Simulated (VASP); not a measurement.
VASP runs on MoSi2 share one base input (PBE GGA, plane waves, VASP's PBE PAW potentials (set 64)) and change the settings named in each case.

**KPOINTS**
```
Automatic mesh
0
Gamma
6 6 1
0 0 0
```

INCAR:
```
# general
SYSTEM  = MoSi2
PREC    = Accurate
ENCUT   = 300
LREAL   = Auto
LASPH   = .True.

# electronic loop
EDIFF   = 1E-6
NELM    = 100
ALGO    = Normal
LMAXMIX = 4

# smearing
ISMEAR  = 0
SIGMA   = 0.2

# functional
GGA     = PE

# ions
ISIF    = 2

# output
LWAVE   = .False.
LCHARG  = .False.

# other
LDIPOL  = .True.
IDIPOL  = 3
DIPOL   = 0.5 0.5 0.5
```

**POSCAR**
```
MoSi2
1
    4.5850220000     0.0000000000     0.0000000000
    2.2925110000     8.2532860000     0.0000000000
    0.0000000000     0.0000000000    18.1707000000
Si Mo
12 6
Direct
  0.8628220000   0.1743570000   0.4298020000
  0.7458020000   0.4083960000   0.3302020000
  0.5935330000   0.7129350000   0.3697990000
  0.0150910000   0.8698180000   0.3902000000
  0.4014000000   0.0972010000   0.5498030000
  0.2843800000   0.3312400000   0.4501970000
  0.1321110000   0.6357790000   0.4898000000
  0.5536690000   0.7926620000   0.5102000000
  0.9399780000   0.0200450000   0.6697980000
  0.8229580000   0.2540840000   0.5701980000
  0.6706890000   0.5586230000   0.6098000000
  0.0922470000   0.7155060000   0.6302010000
  0.4389560000   0.0220870000   0.4100010000
  0.1696670000   0.5606650000   0.3499980000
  0.9775340000   0.9449320000   0.5300020000
  0.7082450000   0.4835100000   0.4699980000
  0.5161120000   0.8677760000   0.6500020000
  0.2468230000   0.4063540000   0.5899990000
```

POTCAR, in this order: Si Mo_sv (PBE.64 set). Program: vasp_std.

```tsv
change	E(σ→0) (eV/atom)	largest force (eV/Å)	−TS (eV)
base run	-7.0920	1.444	-0.2034
GGA removed, POTCAR Si Mo_sv (LDA.64 set)	-7.8114	1.889	-0.2094
GGA = PS	-7.6028	1.706	-0.2046
GGA = RP	-6.7466	1.306	-0.2002
GGA = RE	-6.8200	1.343	-0.2006
GGA removed, LMIXTAU = .TRUE., METAGGA = R2SCAN	-14.3017	1.635	-0.1789
GGA = 91	-7.0457	1.402	-0.2029
ENCUT = 120	-1.9741	3.633	-0.1759
ENCUT = 150	-5.9143	1.472	-0.2033
ENCUT = 180	-6.8526	1.383	-0.2018
ENCUT = 210	-7.0366	1.480	-0.2045
ENCUT = 240	-7.0768	1.427	-0.2036
ENCUT = 270	-7.0879	1.441	-0.2035
```
 Energies of different potentials or functionals have different zeros.  The cell holds a wide vacuum, so values per volume refer to the whole cell.

Left out are runs that ran out of time, are held back, or changed the cell or the kind of run, fixed moments of cells without a moment, rows past the twelfth, gaps on odd meshes, pressures of charged cells and columns that move by less than the noise.

The cell is a sheet or thin cut with vacuum, built from a generated structure.
